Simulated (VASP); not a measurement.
# Ta (Im-3m) in VASP: notebook, part 2 of 2

VASP 6.6.1.

## Step 3: Relaxation of the atoms, PBE (a relaxed cell with its volume scaled by 0.98)

The input, INCAR:

```
SYSTEM = Ta
ALGO     = Normal         ! electronic algorithm
EDIFF    = 1E-7           ! SCF threshold, eV
EDIFFG   = -0.01          ! ionic threshold
ENCUT    = 300            ! plane-wave cutoff, eV
GGA      = PE             ! functional
IBRION   = 2              ! ionic algorithm
ISIF     = 2              ! what is computed and relaxed
ISMEAR   = 1              ! smearing method
LASPH    = .True.         ! aspherical terms in the spheres
LCHARG   = .False.        ! write CHGCAR
LREAL    = .False.        ! projectors in reciprocal space
LWAVE    = .False.        ! write WAVECAR
NELM     = 80             ! most SCF steps
NSW      = 40             ! ionic steps
PREC     = Accurate       ! precision mode
SIGMA    = 0.1            ! smearing width, eV
```

The input, KPOINTS:

```
k-points
0
Gamma
  8 8 8
  0 0 0
```

The input, POSCAR:

```
Ta                                      
1.0
   -1.6369071886      1.6369071886      1.6369071886
    1.6369071886     -1.6369071886      1.6369071886
    1.6369071886      1.6369071886     -1.6369071886
  Ta            
     1
Direct
     0.0000000000000000    0.0000000000000000    0.0000000000000000
```

Potentials or basis: VASP PAW PBE potentials, release 64 (Ta).

Launch:

```bash
$ cat potpaw_PBE.64/Ta/POTCAR > POTCAR
$ mpirun -np 1 vasp_std > vasp.out
```

OUTCAR:

```text
SYSTEM = Ta
   EDIFF = 1E-7
   EDIFFG = -0.01
   ENCUT = 300
   GGA = PE
   IBRION = 2
   ISIF = 2
   ISMEAR = 1
   LASPH = .True.
   LREAL = .False.
   NELM = 80
   NSW = 40
   PREC = Accurate

 ion  position               nearest neighbor table
   1  0.000  0.000  0.000-

  LATTYP: Found a body centered cubic cell.
 ALAT       =     3.2738143772

  Lattice vectors:

 A1 = (  -1.6369071886,   1.6369071886,   1.6369071886)
 A2 = (   1.6369071886,  -1.6369071886,   1.6369071886)
[... 391 lines left out ...]
  band No.  band energies     occupation
      1       3.0944      2.00000
      2       3.9191      2.00000
      3       7.2869     -0.00000
      4       7.9964      0.00000
      5      11.5860      0.00000
      6      11.7145      0.00000

 [... further k-points ...]
[... 5 lines left out ...]
  --------------------------------------------------------------------------------------
  -------------------------------------------------------------------------------------
  Total        0.4930228      0.4930228      0.4930228     -0.0000000     -0.0000000     -0.0000000
  in kB       45.0241364     45.0241364     45.0241364     -0.0000000     -0.0000000     -0.0000000
  external PRESSURE =      45.0241364 kB  Pullay stress =       0.0000000 kB

 VOLUME and BASIS-vectors are now :
 -----------------------------------------------------------------------------
  energy-cutoff  :      300.00
  volume of cell :       17.54
      direct lattice vectors                 reciprocal lattice vectors
    -1.636907189  1.636907189  1.636907189     0.000000000  0.305454093  0.305454093
     1.636907189 -1.636907189  1.636907189     0.305454093  0.000000000  0.305454093
     1.636907189  1.636907189 -1.636907189     0.305454093  0.305454093  0.000000000

 POSITION                                       TOTAL-FORCE (eV/Angst)
 -----------------------------------------------------------------------------------
      0.00000      0.00000      0.00000         0.000000     -0.000000      0.000000
 -----------------------------------------------------------------------------------
    total drift:                                0.000000      0.000000     -0.000000

  FREE ENERGIE OF THE ION-ELECTRON SYSTEM (eV)
  ---------------------------------------------------
  free  energy   TOTEN  =       -11.8776196768 eV

  energy  without entropy=      -11.8784988718  energy(sigma->0) =      -11.87791274

 reached required accuracy - stopping structural energy minimisation
```

CONTCAR:

```text
Ta
   1.00000000000000
    -1.6369071886000000    1.6369071886000000    1.6369071886000000
     1.6369071886000000   -1.6369071886000000    1.6369071886000000
     1.6369071886000000    1.6369071886000000   -1.6369071886000000
  Ta
     1
Direct
     0.0000000000000000    0.0000000000000000    0.0000000000000000

  0.00000000E+00  0.00000000E+00  0.00000000E+00
```

Wall time 1.2 s (1 thread of Intel Xeon 6975P-C (Granite Rapids), shared host); peak memory 0.1 GiB.

Results:

```yaml
Free_energy: -11.8776 eV
Pressure_after_relaxing: 4.5 GPa
Band_gap_on_the_k_mesh: none (metal or under the smearing width)
```

Final structure:
```
Ta
1.0
    -1.63691    1.63691    1.63691
     1.63691   -1.63691    1.63691
     1.63691    1.63691   -1.63691
Ta
1
Direct
  0.00000 0.00000 0.00000
```

Levels at points of the mesh, in eV from the Fermi level:
| k point | band 1 | band 2 | band 3 | band 4 | band 5 | band 6 |
| --- | --- | --- | --- | --- | --- | --- |
| (0.00, 0.00, 0.00) | -8.01 | 0.75 | 0.75 | 0.75 | 4.11 | 4.11 |
| (0.50, 0.00, 0.00) | -4.49 | -1.60 | 1.71 | 4.01 | 5.07 | 8.08 |
| (0.50, 0.50, 0.50) | -3.95 | -3.95 | 7.07 | 7.07 | 7.07 | 8.86 |

Caveat: the relaxation stopped at its first step, so nothing moved.

## Step 4: Relaxation of the atoms, PBE

INCAR is that of step 3.

KPOINTS is that of step 3.

The input, POSCAR:

```
Ta                                      
1.0
   -1.6479677078      1.6479677078      1.6479677078
    1.6479677078     -1.6479677078      1.6479677078
    1.6479677078      1.6479677078     -1.6479677078
  Ta            
     1
Direct
     0.0000000000000000    0.0000000000000000    0.0000000000000000
```

Launch:

```bash
$ cat potpaw_PBE.64/Ta/POTCAR > POTCAR
$ mpirun -np 1 vasp_std > vasp.out
```

It took 1.2 s on 1 thread of Intel Xeon 6975P-C (Granite Rapids), shared host; peak memory 0.11 GiB.

It converged, with:

* Free energy: -11.8835 eV
* Pressure after relaxing: 0.0 GPa
* Band gap on the k mesh: none (metal or under the smearing width)

Final structure:
```
Ta
1.0
    -1.64797    1.64797    1.64797
     1.64797   -1.64797    1.64797
     1.64797    1.64797   -1.64797
Ta
1
Direct
  0.00000 0.00000 0.00000
```

Levels at points of the mesh, in eV from the Fermi level:
```csv
k point,band 1,band 2,band 3,band 4,band 5,band 6
"(0.00, 0.00, 0.00)",-7.95,0.73,0.73,0.73,4.02,4.02
"(0.50, 0.00, 0.00)",-4.41,-1.56,1.60,3.91,4.94,7.85
"(0.50, 0.50, 0.50)",-3.85,-3.85,6.88,6.88,6.88,8.66
```

Caveat: the relaxation stopped at its first step, so nothing moved.

## Step 5: Relaxation of the atoms, PBE (a relaxed cell with its volume scaled by 1.02)

INCAR is that of step 4.

KPOINTS is that of step 4.

The input, POSCAR:

```
Ta                                      
1.0
   -1.6588817193      1.6588817193      1.6588817193
    1.6588817193     -1.6588817193      1.6588817193
    1.6588817193      1.6588817193     -1.6588817193
  Ta            
     1
Direct
     0.0000000000000000    0.0000000000000000    0.0000000000000000
```

Launch:

```bash
$ cat potpaw_PBE.64/Ta/POTCAR > POTCAR
$ mpirun -np 1 vasp_std > vasp.out
```

It took 1.2 s on 1 thread of Intel Xeon 6975P-C (Granite Rapids), shared host; peak memory 0.11 GiB.

The run converged. Its results:

```
Free energy             : -11.8795 eV
Pressure after relaxing : -4.0 GPa
Band gap on the k mesh  : none (metal or under the smearing width)
```

Final structure:
```
CELL_PARAMETERS angstrom
-1.65888 1.65888 1.65888
1.65888 -1.65888 1.65888
1.65888 1.65888 -1.65888
ATOMIC_POSITIONS crystal
Ta 0.00000 0.00000 0.00000
```

Levels at points of the mesh, in eV from the Fermi level:
```
           k point  band 1  band 2  band 3  band 4  band 5
(0.00, 0.00, 0.00)   -7.88    0.72    0.72    0.72    3.94
(0.50, 0.00, 0.00)   -4.33   -1.51    1.50    3.81    4.82
(0.50, 0.50, 0.50)   -3.74   -3.74    6.71    6.71    6.71
```

Caveat: the relaxation stopped at its first step, so nothing moved.

## Step 6: Summary

| cell | gap on the mesh (eV) | pressure (GPa) |
| --- | --- | --- |
| atoms relaxed from: a relaxed cell with its volume scaled by 0.96 | none | 9.5 |
| atoms relaxed from: a relaxed cell with its volume scaled by 0.98 | none | 4.5 |
| atoms relaxed | none | 0.0 |
| atoms relaxed from: a relaxed cell with its volume scaled by 1.02 | none | -4.0 |

Alike in all rows: task relaxation of the atoms; level PBE; potentials or basis VASP PAW PBE potentials, release 64 (Ta); no spin polarisation; k mesh 8 × 8 × 8; cutoff (eV) 300; smearing methfessel-paxton 0.1 eV.

Caveats: the relaxation stopped at its first step, so nothing moved.

Total energies depend on the potentials used, so only differences within one code and one set of settings carry meaning.
